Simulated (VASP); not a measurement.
# W7S16 (a cell with a defect) in VASP: further runs, part 3 of 3

VASP 6.6.1.

**6. Single point, PBEsol, collinear spin, ferromagnetic start**

File INCAR:

```
ALGO = Normal ; EDIFF = 1E-5
ENCUT = 350 ; GGA = PS
ISIF = 2 ; ISMEAR = 0
ISPIN = 2 ; KPAR = 4
LASPH = T ; LCHARG = F
LMAXMIX = 4 ; LORBIT = 11
LREAL = Auto ; LWAVE = F
MAGMOM = 0 0 0 0 0 0 0 0 0 0 0 0.5 0.5 0.5 0 0 0 0 0 0.5 0.5 0.5 0 ; NBANDS = 118
NELECT = 195.0 ; NELM = 120
NUPDOWN = 3 ; PREC = Accurate
SIGMA = 0.03
```

File KPOINTS:

```
k-points
0
Gamma
  3 3 2
```

File POSCAR:

```
W7S16
1.0
    6.3064000000      0.0000000000      0.0000000000
   -3.1532000000      5.4615026064      0.0000000000
    0.0000000000      0.0000000000     12.3230000000
W S
7 16
Direct
    0.1666666667      0.8333333333      0.2500000000
    0.6666666667      0.3333333333      0.2500000000
    0.6666666667      0.8333333333      0.2500000000
    0.3333333333      0.1666666667      0.7500000000
    0.3333333333      0.6666666667      0.7500000000
    0.8333333333      0.1666666667      0.7500000000
    0.8333333333      0.6666666667      0.7500000000
    0.1666666667      0.3333333333      0.6225000000
    0.1666666667      0.8333333333      0.6225000000
    0.6666666667      0.3333333333      0.6225000000
    0.6666666667      0.8333333333      0.6225000000
    0.3333333333      0.1666666667      0.1225000000
    0.3333333333      0.6666666667      0.1225000000
    0.8333333333      0.1666666667      0.1225000000
    0.8333333333      0.6666666667      0.1225000000
    0.1666666667      0.3333333333      0.8775000000
    0.1666666667      0.8333333333      0.8775000000
    0.6666666667      0.3333333333      0.8775000000
    0.6666666667      0.8333333333      0.8775000000
    0.3333333333      0.1666666667      0.3775000000
    0.3333333333      0.6666666667      0.3775000000
    0.8333333333      0.1666666667      0.3775000000
    0.8333333333      0.6666666667      0.3775000000
```

Potentials or basis: VASP PAW PBE potentials, release 64 (W_sv, S).

Launch:

```bash
$ cat potpaw_PBE.64/W_sv/POTCAR potpaw_PBE.64/S/POTCAR > POTCAR
$ mpirun -np 4 vasp_std > vasp.out
```

OUTCAR:

```text
EDIFF = 1E-5
   ENCUT = 350
   GGA = PS
   ISIF = 2
   ISMEAR = 0
   ISPIN = 2
   LASPH = T
   LORBIT = 11
   LREAL = Auto
   NELECT = 195.0
   NELM = 120
   NUPDOWN = 3
   PREC = Accurate

 ion  position               nearest neighbor table
   1  0.167  0.833  0.250-  13 2.40  21 2.40  20 2.40  12 2.40  15 2.40  23 2.40   2 3.15   2 3.15
                             3 3.15   3 3.15
   2  0.667  0.333  0.250-  14 2.40  22 2.40  15 2.40  23 2.40  12 2.40  20 2.40   1 3.15   3 3.15
                             3 3.15   1 3.15
   3  0.667  0.833  0.250-  15 2.40  23 2.40  22 2.40  14 2.40  13 2.40  21 2.40   2 3.15   2 3.15
                             1 3.15   1 3.15
   4  0.333  0.167  0.750-   8 2.40  16 2.40   9 2.40  17 2.40  10 2.40  18 2.40   5 3.15   7 3.15
                             5 3.15   7 3.15   6 3.15   6 3.15
   5  0.333  0.667  0.750-   9 2.40  17 2.40  16 2.40   8 2.40  11 2.40  19 2.40   4 3.15   6 3.15
                             4 3.15   6 3.15   7 3.15   7 3.15
   6  0.833  0.167  0.750-  10 2.40  18 2.40  11 2.40  19 2.40   8 2.40  16 2.40   5 3.15   7 3.15
                             7 3.15   5 3.15   4 3.15   4 3.15
   7  0.833  0.667  0.750-  11 2.40  19 2.40  18 2.40  10 2.40   9 2.40  17 2.40   4 3.15   6 3.15
                             6 3.15   4 3.15   5 3.15   5 3.15
   8  0.167  0.333  0.623-   4 2.40   5 2.40   6 2.40
   9  0.167  0.833  0.623-   5 2.40   4 2.40   7 2.40
  10  0.667  0.333  0.623-   6 2.40   7 2.40   4 2.40
  11  0.667  0.833  0.623-   7 2.40   6 2.40   5 2.40
  12  0.333  0.167  0.123-   1 2.40   2 2.40
  13  0.333  0.667  0.123-   1 2.40   3 2.40
  14  0.833  0.167  0.123-   2 2.40   3 2.40
  15  0.833  0.667  0.123-   3 2.40   2 2.40   1 2.40
  16  0.167  0.333  0.877-   4 2.40   5 2.40   6 2.40
  17  0.167  0.833  0.877-   5 2.40   4 2.40   7 2.40
  18  0.667  0.333  0.877-   6 2.40   7 2.40   4 2.40
  19  0.667  0.833  0.877-   7 2.40   6 2.40   5 2.40
  20  0.333  0.167  0.377-   1 2.40   2 2.40
  21  0.333  0.667  0.377-   1 2.40   3 2.40
  22  0.833  0.167  0.377-   2 2.40   3 2.40
  23  0.833  0.667  0.377-   3 2.40   2 2.40   1 2.40

  LATTYP: Found a hexagonal cell.
 ALAT       =     6.3064000000
 C/A-ratio  =     1.9540466827

  Lattice vectors:

[... 905 lines left out ...]
  band No.  band energies     occupation
      1     -68.1896      1.00000
      2     -68.1731      1.00000
      3     -68.1731      1.00000
      4     -68.1510      1.00000
      5     -67.4971      1.00000
      6     -67.4827      1.00000
[... 661 lines left out ...]
    108       8.6431      0.00000
    109       8.6967      0.00000
 [bands above 109 left out]

------------------------ aborting loop because EDIFF is reached ----------------------------------------

  FORCE on cell =-STRESS in cart. coord.  units (eV):
  Direction    XX          YY          ZZ          XY          YZ          ZX
  --------------------------------------------------------------------------------------
  -------------------------------------------------------------------------------------
  Total        8.7897345      8.7897345      4.1774602      0.0000000      0.0000000      0.0000000
  in kB       33.1799885     33.1799885     15.7693140      0.0000000      0.0000000      0.0000000
  external PRESSURE =      27.3764303 kB  Pullay stress =       0.0000000 kB

 VOLUME and BASIS-vectors are now :
 -----------------------------------------------------------------------------
  energy-cutoff  :      350.00
  volume of cell :      424.43
      direct lattice vectors                 reciprocal lattice vectors
     6.306400000  0.000000000  0.000000000     0.158569073  0.091549897  0.000000000
    -3.153200000  5.461502606  0.000000000     0.000000000  0.183099794  0.000000000
     0.000000000  0.000000000 12.323000000     0.000000000  0.000000000  0.081149071

 POSITION                                       TOTAL-FORCE (eV/Angst)
 -----------------------------------------------------------------------------------
     -1.57660      4.55125      3.08075         0.747352      0.431484     -0.000000
      3.15320      1.82050      3.08075         0.000000     -0.862968     -0.000000
      1.57660      4.55125      3.08075        -0.747352      0.431484     -0.000000
      1.57660      0.91025      9.24225        -0.011319      0.006535     -0.000000
     -0.00000      3.64100      9.24225         0.000000     -0.013070     -0.000000
      4.72980      0.91025      9.24225         0.011319      0.006535     -0.000000
[... 15 lines left out ...]
      4.72980      0.91025      4.65193        -0.109027     -0.062947     -0.637711
      3.15320      3.64100      4.65193         0.000000     -0.000000     -0.385890
 -----------------------------------------------------------------------------------
    total drift:                                0.000000     -0.000000      0.000000

  FREE ENERGIE OF THE ION-ELECTRON SYSTEM (eV)
  ---------------------------------------------------
  free  energy   TOTEN  =      -174.7652806503 eV

  energy  without entropy=     -174.7627491795  energy(sigma->0) =     -174.76401491

 total charge

# of ion       s       p       d       tot
------------------------------------------
    1        2.337   6.328   3.365  12.030
    2        2.337   6.328   3.365  12.030
    3        2.337   6.328   3.365  12.030
    4        2.326   6.337   3.433  12.096
    5        2.326   6.337   3.433  12.096
    6        2.326   6.337   3.433  12.096
[... 15 lines left out ...]
   22        1.361   2.304   0.000   3.665
   23        1.353   2.349   0.000   3.703
--------------------------------------------------
tot         38.053  81.610  23.828 143.491

 magnetization (x)

# of ion       s       p       d       tot
------------------------------------------
    1        0.005   0.011   0.242   0.258
    2        0.005   0.011   0.242   0.258
    3        0.005   0.011   0.242   0.258
    4        0.000   0.000   0.004   0.004
    5        0.000   0.000   0.004   0.004
    6        0.000   0.000   0.004   0.004
[... 15 lines left out ...]
   22        0.007   0.188   0.000   0.195
   23        0.000   0.029   0.000   0.030
--------------------------------------------------
tot          0.057   1.225   0.743   2.025
```

OSZICAR:

```text
N       E                     dE             d eps       ncg     rms          rms(c)
DAV:   1     0.177258206353E+04    0.17726E+04   -0.84164E+04  3216   0.123E+03
DAV:   2    -0.394760856717E+02   -0.18121E+04   -0.17501E+04  3304   0.380E+02
DAV:   3    -0.179789601337E+03   -0.14031E+03   -0.13658E+03  3434   0.104E+02
DAV:   4    -0.184688408648E+03   -0.48988E+01   -0.48530E+01  3416   0.193E+01
DAV:   5    -0.184850171634E+03   -0.16176E+00   -0.16122E+00  3560   0.348E+00    0.723E+01
DAV:   6    -0.176735870001E+03    0.81143E+01   -0.50094E+01  3368   0.219E+01    0.329E+01
DAV:   7    -0.176540786938E+03    0.19508E+00   -0.30553E+01  3212   0.135E+01    0.153E+01
DAV:   8    -0.174771271932E+03    0.17695E+01   -0.57661E+00  3206   0.699E+00    0.502E+00
DAV:   9    -0.174777912098E+03   -0.66402E-02   -0.79067E-01  3520   0.224E+00    0.197E+00
DAV:  10    -0.174767539080E+03    0.10373E-01   -0.71387E-02  3520   0.833E-01    0.940E-01
DAV:  11    -0.174765440639E+03    0.20984E-02   -0.10109E-02  3672   0.319E-01    0.405E-01
DAV:  12    -0.174765253714E+03    0.18692E-03   -0.19213E-03  3730   0.136E-01    0.150E-01
DAV:  13    -0.174765272805E+03   -0.19091E-04   -0.29597E-04  3472   0.551E-02    0.668E-02
DAV:  14    -0.174765280650E+03   -0.78454E-05   -0.78088E-05  3466   0.318E-02
   1 F= -.17476528E+03 E0= -.17476401E+03  d E =-.253147E-02  mag=     3.0000
```

It took 2.3 min on 4 MPI ranks of Intel Xeon 6975P-C (Granite Rapids), shared host; peak memory 0.55 GiB.

Results:

```yaml
Free_energy: -174.7653 eV
Largest_force: 0.863 eV/Å
Net_moment: 3.00 μB per cell
Site_moments: W +0.26, +0.00, +0.01; S +0.00, +0.20, +0.03 μB
Valence_electrons_inside_the_program's_atomic_spheres: W 12.03, 12.10; S 3.70, 3.67
```

Forces on the atoms (eV/Å):
```
W    0.747  0.431  0.000
W    0.000 -0.863  0.000
W   -0.747  0.431  0.000
W   -0.011  0.007  0.000
W    0.000 -0.013  0.000
W    0.011  0.007  0.000
W    0.000  0.000  0.000
S    0.000  0.000  0.063
S    0.022  0.013  0.028
S    0.000 -0.025  0.028
S   -0.022  0.013  0.028
S    0.109 -0.063  0.638
S    0.000  0.126  0.638
S   -0.109 -0.063  0.638
S    0.000  0.000  0.386
S    0.000  0.000 -0.063
S    0.022  0.013 -0.028
S    0.000 -0.025 -0.028
S   -0.022  0.013 -0.028
S    0.109 -0.063 -0.638
S    0.000  0.126 -0.638
S   -0.109 -0.063 -0.638
S    0.000  0.000 -0.386
```

Caveat: the k mesh is coarse (spacing up to 0.38 Å⁻¹), so the values aren't converged; the cell is charged against a uniform background, so pressure and absolute levels hang on convention; the PAW data sets were made with another functional, which shifts forces and pressure a little; the total moment is fixed, so each spin has its own Fermi level. The run has no spin-orbit coupling, so splittings on W are missing.

**7. Overview**

```tsv
spin	fixed moment (μB)	gap on the mesh (eV)	moment (μB)	largest force (eV/Å)
collinear, ferromagnetic start	-	none	0.78	0.90
off	-	none	-	0.88
collinear, ferromagnetic start	3	-	3.00	0.86
```

Alike in all rows: task single point; level PBEsol; potentials or basis VASP PAW PBE potentials, release 64 (W_sv, S); cell as given; k mesh 3 × 3 × 2; cutoff (eV) 350; smearing gaussian 0.03 eV; the mesh is coarse, so values aren't converged.

Caveats: all runs use coarse meshes; the cell is charged against a uniform background, so pressure and absolute levels hang on convention; the PAW data sets were made with another functional, which shifts forces and pressure a little; the total moment is fixed, so each spin has its own Fermi level (some runs).

Absolute energies hang on the potentials; compare differences alone.
